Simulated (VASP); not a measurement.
All values below come from PBE GGA, VASP's PBE PAW potentials (set 64) (plane waves; VASP).

The input files of a VASP run:

### INCAR
```
ALGO  =  Fast
EDIFF  =  1E-5
EDIFFG  =  -0.03
ENCUT  =  400
GGA  =  PE
IBRION  =  2
ISIF  =  2
ISMEAR  =  1
ISPIN  =  2
LASPH  =  .TRUE.
LCHARG  =  .FALSE.
LMAXMIX  =  4
LORBIT  =  10
LREAL  =  .FALSE.
LWAVE  =  .FALSE.
MAGMOM  =  0.0 0.5 0.5 0.5
NELM  =  100
NELMIN  =  4
NSW  =  20
PREC  =  Normal
SIGMA  =  0.1
SYSTEM  =  Ni3Al
```

POSCAR:
```
Ni3Al
1
    3.5669017113     0.0000000000     0.0000000000
    0.0000000000     3.5669017113     0.0000000000
    0.0000000000     0.0000000000     3.5669017113
Al Ni
1 3
Direct
  0.0000000000   0.0000000000   0.0000000000
  0.0000000000   0.5000000000   0.5000000000
  0.5000000000   0.0000000000   0.5000000000
  0.5000000000   0.5000000000   0.0000000000
```

File KPOINTS:
```
Automatic mesh
0
Gamma
12 12 12
0 0 0
```

POTCAR, in this order: Al Ni (PBE.64 set). Program: vasp_std.

Output of the run:

**OUTCAR**
```
 ion  position               nearest neighbor table
   1  0.000  0.000  0.000-   2 2.52   3 2.52   4 2.52   2 2.52   3 2.52   2 2.52   4 2.52   2 2.52
                             3 2.52   4 2.52   3 2.52   4 2.52
   2  0.000  0.500  0.500-   1 2.52   3 2.52   4 2.52   1 2.52   4 2.52   1 2.52   3 2.52   1 2.52
                             3 2.52   4 2.52   4 2.52   3 2.52
   3  0.500  0.000  0.500-   1 2.52   2 2.52   4 2.52   1 2.52   4 2.52   2 2.52   4 2.52   4 2.52
                             1 2.52   2 2.52   1 2.52   2 2.52
   4  0.500  0.500  0.000-   1 2.52   2 2.52   3 2.52   2 2.52   3 2.52   1 2.52   3 2.52   3 2.52
                             1 2.52   2 2.52   2 2.52   1 2.52
  LATTYP: Found a simple cubic cell.
 ALAT       =     3.5669017113
 Subroutine PRICEL returns:
 Original cell was already a primitive cell.
 Subroutine GETGRP returns: Found 48 space group operations
The static configuration has the point symmetry O_h .
The dynamic configuration has the point symmetry O_h .
The overall configuration has the point symmetry O_h .
 Subroutine INISYM returns: Found 48 space group operations
 Subroutine IBZKPT returns following result:
 Found     84 irreducible k-points:

 Following reciprocal coordinates:
            Coordinates               Weight
  0.000000  0.000000  0.000000      1.000000
  0.083333  0.000000  0.000000      6.000000
  0.166667  0.000000  0.000000      6.000000
  0.250000  0.000000  0.000000      6.000000
  0.333333  0.000000  0.000000      6.000000
  0.416667  0.000000  0.000000      6.000000
  0.500000  0.000000  0.000000      3.000000
  0.083333  0.083333  0.000000     12.000000
  0.166667  0.083333  0.000000     24.000000
  0.250000  0.083333  0.000000     24.000000
  0.333333  0.083333  0.000000     24.000000
  0.416667  0.083333  0.000000     24.000000
  0.500000  0.083333  0.000000     12.000000
  0.166667  0.166667  0.000000     12.000000
  0.250000  0.166667  0.000000     24.000000
  0.333333  0.166667  0.000000     24.000000
  0.416667  0.166667  0.000000     24.000000
...
```

File OSZICAR:
```
       N       E                     dE             d eps       ncg     rms          rms(c)
DAV:   1     0.168035092044E+03    0.16804E+03   -0.12262E+04  7176   0.164E+03
DAV:   2    -0.179908739754E+02   -0.18603E+03   -0.17797E+03  7076   0.326E+02
DAV:   3    -0.259174818788E+02   -0.79266E+01   -0.74603E+01  7860   0.930E+01
DAV:   4    -0.260543487096E+02   -0.13687E+00   -0.13642E+00  8277   0.109E+01
DAV:   5    -0.260591090372E+02   -0.47603E-02   -0.47597E-02  8424   0.192E+00    0.195E+01
RMM:   6    -0.268141618690E+02   -0.75505E+00   -0.63585E+01  7056   0.104E+02    0.225E+01
RMM:   7    -0.219245301343E+02    0.48896E+01   -0.19482E+01  7056   0.624E+01    0.262E+00
RMM:   8    -0.219097979380E+02    0.14732E-01   -0.14873E-01  7067   0.336E+00    0.135E+00
RMM:   9    -0.218985108535E+02    0.11287E-01   -0.71059E-02  7094   0.247E+00    0.501E-01
RMM:  10    -0.219001859674E+02   -0.16751E-02   -0.14094E-02  7282   0.955E-01    0.191E-01
RMM:  11    -0.219003901084E+02   -0.20414E-03   -0.31251E-03  7750   0.407E-01    0.109E-01
RMM:  12    -0.219004174272E+02   -0.27319E-04   -0.71196E-04  7478   0.289E-01    0.662E-02
RMM:  13    -0.219004214949E+02   -0.40678E-05   -0.30328E-04  7737   0.138E-01    0.271E-02
RMM:  14    -0.219004293026E+02   -0.78076E-05   -0.62788E-05  5543   0.624E-02
   1 F= -.21900429E+02 E0= -.21900721E+02  d E =-.219004E+02  mag=     0.7307
```

OUTCAR:
```
------------------------ aborting loop because EDIFF is reached ----------------------------------------
  FORCE on cell =-STRESS in cart. coord.  units (eV):
  Direction    XX          YY          ZZ          XY          YZ          ZX
  --------------------------------------------------------------------------------------
  Total       -0.0673547     -0.0673547     -0.0673547      0.0000000      0.0000000      0.0000000
  in kB       -2.3779640     -2.3779640     -2.3779640      0.0000000      0.0000000      0.0000000
  external PRESSURE =      -2.3779640 kB  Pullay stress =       0.0000000 kB
  volume of cell :       45.38
      direct lattice vectors                 reciprocal lattice vectors
     3.566901711  0.000000000  0.000000000     0.280355356  0.000000000  0.000000000
     0.000000000  3.566901711  0.000000000     0.000000000  0.280355356  0.000000000
     0.000000000  0.000000000  3.566901711     0.000000000  0.000000000  0.280355356
 POSITION                                       TOTAL-FORCE (eV/Angst)
 -----------------------------------------------------------------------------------
      0.00000      0.00000      0.00000         0.000000      0.000000      0.000000
      0.00000      1.78345      1.78345         0.000000      0.000000      0.000000
      1.78345      0.00000      1.78345         0.000000      0.000000      0.000000
      1.78345      1.78345      0.00000         0.000000      0.000000      0.000000
 -----------------------------------------------------------------------------------
    total drift:                                0.000000      0.000000      0.000000
  FREE ENERGIE OF THE ION-ELECTRON SYSTEM (eV)
  ---------------------------------------------------
  free  energy   TOTEN  =       -21.9004293026 eV

  energy  without entropy=      -21.9013031742  energy(sigma->0) =      -21.90072059

 total charge

# of ion       s       p       d       tot
------------------------------------------
    1        0.408   0.390   0.000   0.798
    2        0.491   0.512   8.374   9.377
    3        0.491   0.512   8.374   9.377
    4        0.491   0.512   8.374   9.377
--------------------------------------------------
tot          1.881   1.927  25.121  28.928

 magnetization (x)

# of ion       s       p       d       tot
------------------------------------------
    1       -0.001  -0.008   0.000  -0.009
    2       -0.003  -0.011   0.277   0.263
    3       -0.003  -0.011   0.277   0.263
    4       -0.003  -0.011   0.277   0.263
--------------------------------------------------
tot         -0.011  -0.040   0.830   0.779

 reached required accuracy - stopping structural energy minimisation
```
(Selected blocks of OUTCAR.)

The compound is Ni3Al in the L1_2 structure. It was relaxed first.
